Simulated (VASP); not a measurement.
## SrIr2: structure and properties in VASP

What structure does SrIr2 take at this level, and what are its properties? The steps: relaxing cell and atoms (LDA), second relaxation, density, ELF and potential (LDA), bands along the symmetry lines (LDA), density of states (LDA), vibrations at Γ (LDA), volume scan with LDA and fit for LDA. Left out of this account: 1 further run (relaxation: it shows nothing beyond the runs told). The start is a computed cell from the Materials Project.

Main program and level: VASP 6.6.1; LDA; plane waves and PAW (Sr_sv, Ir).

Report form: the programs' logs are mostly left out.

## 1. The structure

Before any relaxation, the start is as follows. It takes space group Fd-3m (No. 227, cubic). The conventional cell has a = 7.711 Å, b = 7.711 Å, c = 7.711 Å, α = 90.00°, β = 90.00°, γ = 90.00°. Nearest to Sr lie 12 Ir at 3.20 Å and 4 Sr at 3.34 Å. Ir has 6 Ir at 2.73 Å and 6 Sr at 3.20 Å nearest. Farther neighbours are not listed.

## 2. Relaxing cell and atoms (LDA)

The start need not lie at this functional's minimum. ISIF = 3 frees volume, shape and positions, and EDIFFG sets the threshold on forces and stress at which the search stops. LDA, the lowest rung, knows the local density alone.

INCAR reads:

```
SYSTEM = SrIr2
PREC = Accurate
ENCUT = 400
EDIFF = 1E-06
NELM = 100
ISMEAR = 1
SIGMA = 0.2
LREAL = .FALSE.
ALGO = Normal
GGA = CA
NBANDS = 34
LASPH = .TRUE.
LORBIT = 11
LWAVE = .FALSE.
LCHARG = .FALSE.
KPAR = 4
IBRION = 2
NSW = 60
ISIF = 3
EDIFFG = -0.01
```

POSCAR reads:

```
SrIr2
1.0
    0.0000000000      3.8555160189      3.8555160189
    3.8555160189      0.0000000000      3.8555160189
    3.8555160189      3.8555160189      0.0000000000
Sr Ir
2 4
Direct
    0.2500000000      0.2500000000      0.2500000000
    0.0000000000      0.0000000000      0.0000000000
    0.6250000000      0.1250000000      0.6250000000
    0.6250000000      0.6250000000      0.1250000000
    0.1250000000      0.6250000000      0.6250000000
    0.6250000000      0.6250000000      0.6250000000
```

KPOINTS reads:

```
Automatic mesh
0
Gamma
5 5 5
0 0 0
```

Potentials, in the order of the species: Sr_sv and Ir (LDA family, release 64).

Command:

```bash
$ mpirun -np 4 vasp_std
```

It took 38 s on 4 MPI ranks of AMD EPYC 7R43, shared host; peak memory 0.67 GiB; 2.5 min of CPU time.

The k-mesh is coarse for a metal. The run keeps the 48 symmetry operations of its start, so it cannot find a distortion of lower symmetry.

Relaxation path:

| step | energy less that of the first step (eV) | largest force (eV/Å) | pressure (GPa) | volume (Å³) |
| --- | --- | --- | --- | --- |
| 1 | 0.0000 | 0.0000 | -7.01 | 114.62 |
| 2 | 0.3071 | 0.0000 | 17.22 | 101.31 |
| 3 | -0.1116 | 0.0000 | -0.20 | 109.85 |
| 4 | -0.1117 | 0.0000 | -0.03 | 109.74 |

| conventional cell, symmetrised | before | after | change |
| --- | --- | --- | --- |
| a (Å) | 7.711 | 7.600 | -1.4 % |
| b (Å) | 7.711 | 7.600 | -1.4 % |
| c (Å) | 7.711 | 7.600 | -1.4 % |
| volume (Å³/atom) | 19.10 | 18.29 | -4.3 % |

Final coordinates:

```xyz
6
Lattice="0.0000 3.8000 3.8000 3.8000 0.0000 3.8000 3.8000 3.8000 0.0000" Properties=species:S:1:pos:R:3 pbc="T T T"
Sr    1.9000    1.9000    1.9000
Sr    0.0000    0.0000    0.0000
Ir    2.8500    4.7500    2.8500
Ir    2.8500    2.8500    4.7500
Ir    4.7500    2.8500    2.8500
Ir    4.7500    4.7500    4.7500
```

This step gave:

| Item | Value |
| --- | --- |
| electrons | 56 |
| bands | 34 |
| irreducible k-points | 10 |
| symmetry operations | 48 |
| free energy (TOTEN) | -46.80 eV |
| energy at zero smearing | -46.80 eV |
| Fermi energy | 6.276 eV |
| pressure | -0.02667 GPa |
| metallic | yes |
| SCF cycles over all ionic steps | 42 |

It ends with forces that vanish by symmetry and a pressure of -0.03 GPa.

## 3. Second relaxation

The basis stayed that of the start cell while the cell moved. A rerun from the cell reached resets it; the error of the finite cutoff stays.

INCAR is that of step 2.

POSCAR: that of step 2 with these lines changed.

```diff
@@ -2,5 +2,5 @@
 1.0
-    0.0000000000      3.8555160189      3.8555160189
-    3.8555160189      0.0000000000      3.8555160189
-    3.8555160189      3.8555160189      0.0000000000
+    0.0000000000      3.7999648901      3.7999648901
+    3.7999648901      0.0000000000      3.7999648901
+    3.7999648901      3.7999648901      0.0000000000
 Sr Ir
```

KPOINTS is that of step 2.

Command:

```bash
$ mpirun -np 4 vasp_std
```

It took 13 s on 4 MPI ranks; peak memory 0.6 GiB.

Little changed from the start: no atom moved by 0.005 Å and no cell edge by 0.1 %.

Numbers from this step:

```
pressure                        : -0.004652 GPa
SCF cycles over all ionic steps : 13
```

It ends with forces that vanish by symmetry and a pressure of 0.00 GPa. The volume moved by under 0.01 %: the run met its threshold at the first step.

## 4. Density, ELF and potential (LDA)

A single point on the relaxed cell gives a clean self-consistent state, with density, ELF and potential written out.

INCAR: that of step 3 with these lines changed.

```diff
@@ -14,7 +14,5 @@
 LWAVE = .FALSE.
-LCHARG = .FALSE.
-KPAR = 4
-IBRION = 2
-NSW = 60
-ISIF = 3
-EDIFFG = -0.01
+LCHARG = .TRUE.
+ISIF = 2
+LELF = .TRUE.
+LVHAR = .TRUE.
```

POSCAR is that of step 3.

KPOINTS is that of step 3.

Command:

```bash
$ mpirun -np 4 vasp_std
```

Wall time 16 s (4 MPI ranks); peak memory 0.38 GiB.

This step gave:

```yaml
scf_cycles: 13
bands: 36
pressure: 8.95e-4 GPa
```

Valence electrons inside each PAW sphere by angular momentum. Sphere charges, by row:

| atom | s (e) | p (e) | d (e) | tot (e) |
| --- | --- | --- | --- | --- |
| Sr1 | 2.042 | 5.788 | 0.367 | 8.197 |
| Sr2 | 2.042 | 5.788 | 0.367 | 8.197 |
| Ir3 | 0.751 | 0.515 | 7.066 | 8.332 |
| Ir4 | 0.751 | 0.515 | 7.066 | 8.332 |
| Ir5 | 0.751 | 0.515 | 7.066 | 8.332 |
| Ir6 | 0.751 | 0.515 | 7.066 | 8.332 |

Valence density in the ac plane of a cell with a along [110], b along [-110] and c along [001] of the cube at fractional y = 0.000, with atoms of Sr and Ir within 0.2 Å of it. It is the smooth field of the valence electrons, not physical close to the nuclei.

Ten even steps from '_' (0.1 e/Å³) to '@' (3.4 e/Å³), each cell a mean:
```
____________________________________________________________
____________________________________________________________
..__________..::::____________..__________..::::____________
__________..==**++--____________________..==**++--__________
__________--##@@%%++..__________________--##@@%%++..________
__________--##@@@@++..__________________--##@@@@++..________
__________..==****--____________________..==****--__________
....________..::::__________......________..::::__________..
++--..____________________::==++--..____________________::==
@@##::__________________..++%%@@##::__________________..++%%
@@##--__________________..++@@@@##--__________________..++@@
##++::__________________..--####++::__________________..--##
--::__________..__________..----::__________..__________..--
______________..____________________________..______________
____________________________________________________________
____........______........________........______........____
__..--====::..__..::--==--::____..--====::..__..::--==--::__
..::==****==::....--++**++--....::==****==::....--++**++--..
..::==****==::....--++##++--....::==****==::....--++##++--..
__..--==++--..__..::==++==::..__..--==++--..__..::==++==::..
__....::::..______..::::::..____....::::..______..::::::..__
```
Columns run along a (10.7 Å), rows up along c (7.6 Å), edges of the conventional cell, whose origin can differ from the input's. Atoms in or near the plane, at fractional coordinates: Sr at (0.25, 0.75), Sr at (0.75, 0.75), Sr at (0.00, 0.50), Sr at (0.50, 0.50), Ir at (0.38, 0.12), Ir at (0.88, 0.12), Ir at (0.12, 0.12), Ir at (0.62, 0.12).

ELF in the ac plane of a cell with a along [110], b along [-110] and c along [001] of the cube at fractional y = 0.000, with atoms of Sr and Ir within 0.2 Å of it. It is the smooth field of the valence electrons, not physical close to the nuclei.

Ten even steps from '_' (0.01) to '@' (0.80), each cell a mean:
```
============--::::--======================--::::--==========
======--::....::::..::--============--::....::::..::--======
======::..::**%%##==..::--==========::..::**%%##==..::--====
====--::..**@@@@@@%%--..--========--::..**@@@@@@%%--..--====
====--..--%%@@##%%@@**..::--======--..--%%@@##%%@@**..::--==
::::::..==@@@@##%%@@**....::::::::::..==@@@@##%%@@**....::::
....____::##@@@@@@@@++____........____::##@@@@@@@@++____....
**++::____--**%%##++..__..--****++::____--**%%##++..__..--**
@@@@**::____..::::..____==%%@@@@@@**::____..::::..____==%%@@
%%@@%%--__..::::::::....**@@@@%%@@%%--__..::::::::....**@@@@
##@@@@--..------==--::..**@@%%##@@@@--..------==--::..**@@%%
@@@@##::::--========::..==%%@@@@@@##::::--========::..==%%@@
@@##--..::==========--..::++%%@@##--..::==========--..::++%%
--::..::--============::....----::..::--============::....--
..::----==============----::::..::----==============----::::
--==++==----========----====----==++==----========----====--
====--....::--==----....::--======--....::--==----....::--==
==--..____..--====::______::====--..____..--====::______::==
==--________--====..______::====--________--====..______::==
==--::__..::======--..__..--====--::__..::======--..__..--==
==--------============------====--------============------==
```
Columns run along a (10.7 Å), rows up along c (7.6 Å), edges of the conventional cell, whose origin can differ from the input's. Atoms in or near the plane, at fractional coordinates: Sr at (0.25, 0.75), Sr at (0.75, 0.75), Sr at (0.00, 0.50), Sr at (0.50, 0.50), Ir at (0.38, 0.12), Ir at (0.88, 0.12), Ir at (0.12, 0.12), Ir at (0.62, 0.12).

Electrostatic potential energy in the ac plane of a cell with a along [110], b along [-110] and c along [001] of the cube at fractional y = 0.000, with atoms of Sr and Ir within 0.2 Å of it. With pseudopotentials it is smooth inside the atoms' cores, unlike the true potential.

Ten even steps from '_' (-46 eV) to '@' (2 eV), each cell a mean:
```
@@@@@@@@@@@@@@@@@@@@@@@@@@@@@@@@@@@@@@@@@@@@@@@@@@@@@@@@@@@@
@@@@@@@@@@@@@@%%@@@@@@@@@@@@@@@@@@@@@@@@@@@@%%@@@@@@@@@@@@@@
@@@@@@@@@@%%######%%@@@@@@@@@@@@@@@@@@@@%%######%%@@@@@@@@@@
@@@@@@@@%%##**++++**%%@@@@@@@@@@@@@@@@%%##**++++**%%@@@@@@@@
@@@@@@@@%%**++====**##@@@@@@@@@@@@@@@@%%**++====**##@@@@@@@@
@@@@@@@@%%**++====**##@@@@@@@@@@@@@@@@%%**++====**##@@@@@@@@
@@@@@@@@%%##**++++**%%@@@@@@@@@@@@@@@@%%##**++++**%%@@@@@@@@
##%%%%@@@@%%######%%%%@@@@%%####%%%%@@@@%%######%%%%@@@@%%##
++**##%%@@@@@@%%%%@@@@@@%%##**++**##%%@@@@@@%%%%@@@@@@%%##**
==++**%%@@@@@@@@@@@@@@@@##**====++**%%@@@@@@@@@@@@@@@@##**==
==++**%%@@@@@@@@@@@@@@@@##++====++**%%@@@@@@@@@@@@@@@@##++==
++++##%%@@@@@@@@@@@@@@@@%%**++++++##%%@@@@@@@@@@@@@@@@%%**++
**##%%@@@@@@@@@@@@@@@@@@%%##****##%%@@@@@@@@@@@@@@@@@@%%##**
%%%%@@@@@@@@@@@@@@@@@@@@@@@@%%%%%%@@@@@@@@@@@@@@@@@@@@@@@@%%
@@@@@@@@@@@@@@@@@@@@@@@@@@@@@@@@@@@@@@@@@@@@@@@@@@@@@@@@@@@@
@@@@%%##**%%@@@@@@%%##**##%%@@@@@@%%##**%%@@@@@@%%##**##%%@@
@@##==::::==##@@%%**--..--**@@@@##==::::==##@@%%**--..--**@@
%%**..____..**%%##--______==%%%%**..____..**%%##--______==%%
%%++..____..**%%##--______--##%%++..____..**%%##--______--##
@@##--....--##@@%%++::__::++%%@@##--....--##@@%%++::__::++%%
@@%%##++++##@@@@@@%%**++**%%@@@@%%##++++##@@@@@@%%**++**%%@@
```
Columns run along a (10.7 Å; values clipped at the 3rd and 97th percentile), rows up along c (7.6 Å), edges of the conventional cell, whose origin can differ from the input's. Atoms in or near the plane, at fractional coordinates: Sr at (0.25, 0.75), Sr at (0.75, 0.75), Sr at (0.00, 0.50), Sr at (0.50, 0.50), Ir at (0.38, 0.12), Ir at (0.88, 0.12), Ir at (0.12, 0.12), Ir at (0.62, 0.12).

In this run the pressure is 0.00 GPa, small enough to go on.

## 5. Bands along the symmetry lines (LDA)

The mesh alone shows little of the dispersion and can miss band extrema, so KPOINTS_OPT adds a path through the symmetry points after the self-consistent cycle.

INCAR reads:

```
SYSTEM = SrIr2
PREC = Accurate
ENCUT = 400
EDIFF = 1E-06
NELM = 100
ISMEAR = 1
SIGMA = 0.2
LREAL = .FALSE.
ALGO = Normal
GGA = CA
NBANDS = 44
LASPH = .TRUE.
LORBIT = 11
LWAVE = .FALSE.
LCHARG = .FALSE.
KPAR = 4
```

POSCAR is that of step 4.

KPOINTS is that of step 4.

KPOINTS_OPT reads:

```
Line mode
16
Line-mode
Reciprocal
  0.00000000   0.00000000   0.00000000 GAMMA
  0.50000000   0.00000000   0.50000000 X

  0.50000000   0.00000000   0.50000000 X
  0.50000000   0.25000000   0.75000000 W

  0.50000000   0.25000000   0.75000000 W
  0.37500000   0.37500000   0.75000000 K

  0.37500000   0.37500000   0.75000000 K
  0.00000000   0.00000000   0.00000000 GAMMA

  0.00000000   0.00000000   0.00000000 GAMMA
  0.50000000   0.50000000   0.50000000 L

  0.50000000   0.50000000   0.50000000 L
  0.62500000   0.25000000   0.62500000 U

  0.62500000   0.25000000   0.62500000 U
  0.50000000   0.25000000   0.75000000 W

  0.50000000   0.25000000   0.75000000 W
  0.50000000   0.50000000   0.50000000 L

  0.50000000   0.50000000   0.50000000 L
  0.37500000   0.37500000   0.75000000 K

  0.62500000   0.25000000   0.62500000 U
  0.50000000   0.00000000   0.50000000 X
```

Command:

```bash
$ mpirun -np 4 vasp_std
```

The job ended after 1.9 min (4 MPI ranks; peak memory 0.76 GiB; 7.6 min of CPU time).

Spin-orbit coupling is off here; with elements this heavy it splits and shifts levels by tenths of an eV or more.

Numbers from this step:

| Item | Value |
| --- | --- |
| bands | 44 |
| pressure | -0.007815 GPa |

The electronic bands at the labelled points (eV, zero at the Fermi level; # counts the bands kept):

| point | #17 | #18 | #19 | #20 | #21 | #22 | #23 | #24 |
| --- | --- | --- | --- | --- | --- | --- | --- | --- |
| Γ | -0.19 | -0.19 | 0.80 | 0.80 | 1.38 | 1.45 | 1.45 | 1.45 |
| 0.53 of the way | -0.76 | -0.76 | -0.27 | 0.27 | 0.27 | 0.46 | 1.19 | 2.17 |
| X | -1.62 | -1.62 | -0.31 | -0.31 | -0.19 | -0.19 | 1.94 | 1.94 |
| 0.47 of the way | -1.33 | -1.33 | -0.53 | -0.53 | 0.02 | 0.02 | 1.88 | 1.88 |
| W | -0.85 | -0.85 | -0.83 | -0.83 | 0.30 | 0.30 | 1.67 | 1.67 |
| 0.47 of the way | -1.09 | -0.94 | -0.82 | -0.64 | 0.11 | 0.36 | 1.47 | 2.07 |
| K | -1.42 | -1.08 | -0.74 | -0.60 | -0.02 | 0.32 | 1.39 | 2.41 |
| 0.47 of the way | -0.59 | -0.45 | -0.30 | 0.12 | 0.46 | 0.89 | 1.25 | 2.54 |
| Γ | -0.19 | -0.19 | 0.80 | 0.80 | 1.38 | 1.45 | 1.45 | 1.45 |
| 0.47 of the way | -0.32 | -0.26 | -0.26 | 0.32 | 0.32 | 1.49 | 1.97 | 1.97 |
| L | -0.43 | -0.43 | -0.38 | 0.03 | 0.03 | 2.00 | 2.39 | 2.61 |
| 0.47 of the way | -0.69 | -0.54 | -0.48 | -0.26 | 0.02 | 1.31 | 1.41 | 2.69 |
| U | -1.42 | -1.08 | -0.74 | -0.60 | -0.02 | 0.32 | 1.39 | 2.41 |
| 0.53 of the way | -1.09 | -0.94 | -0.82 | -0.64 | 0.11 | 0.36 | 1.47 | 2.07 |
| W | -0.85 | -0.85 | -0.83 | -0.83 | 0.30 | 0.30 | 1.67 | 1.67 |
| 0.47 of the way | -0.92 | -0.59 | -0.58 | -0.51 | 0.04 | 0.91 | 1.45 | 2.42 |
| L | -0.43 | -0.43 | -0.38 | 0.03 | 0.03 | 2.00 | 2.39 | 2.61 |
| 0.53 of the way | -0.78 | -0.58 | -0.51 | -0.35 | 0.02 | 1.13 | 1.34 | 2.69 |
| K | -1.42 | -1.08 | -0.74 | -0.60 | -0.02 | 0.32 | 1.39 | 2.41 |
| jump to U | -1.42 | -1.08 | -0.74 | -0.60 | -0.02 | 0.32 | 1.39 | 2.41 |
| 0.47 of the way | -1.55 | -1.39 | -0.49 | -0.44 | -0.13 | 0.04 | 1.74 | 2.09 |
| X | -1.62 | -1.62 | -0.31 | -0.31 | -0.19 | -0.19 | 1.94 | 1.94 |

Of the projections kept (Sr, Ir), the largest for each band there; the rest of the weight can lie on other orbitals:

| point | #17 | #18 | #19 | #20 | #21 | #22 | #23 | #24 |
| --- | --- | --- | --- | --- | --- | --- | --- | --- |
| Γ | Ir 0.97 | Ir 0.97 | Sr 0.52 | Sr 0.52 | Ir 0.99 | Ir 0.65 | Ir 0.65 | Ir 0.65 |
| X | Ir 0.93 | Ir 0.93 | Ir 0.99 | Ir 0.99 | Ir 0.98 | Ir 0.98 | Ir 0.70 | Ir 0.70 |
| W | Ir 0.97 | Ir 0.97 | Ir 0.94 | Ir 0.94 | Ir 1.00 | Ir 1.00 | Ir 0.92 | Ir 0.92 |
| K | Ir 0.96 | Ir 0.94 | Ir 0.97 | Ir 0.96 | Ir 0.99 | Ir 1.00 | Ir 0.94 | Ir 0.71 |
| Γ | Ir 0.97 | Ir 0.97 | Sr 0.52 | Sr 0.52 | Ir 0.99 | Ir 0.65 | Ir 0.65 | Ir 0.65 |
| L | Ir 0.99 | Ir 0.99 | Ir 1.00 | Ir 1.00 | Ir 1.00 | Ir 0.87 | Ir 1.00 | Ir 0.57 |

There is no gap at this level.

(Continued in part 2 of 2.)

[Lines on the potential files, build, host, timing and source positions are cut from VASP's logs without a mark.]

[Logs are printed without paths, hosts, clocks, repeated set-up lines and the standing remarks that a program may print on its own settings, such as how far it seeks lower states.]

[Hosts, paths, dates, database ids (printed as entryN), source tags and the programs' standing remarks are cut or masked in the printed files.]

[A measured line is paired with the nearest computed mode of its activity, which favours agreement.]
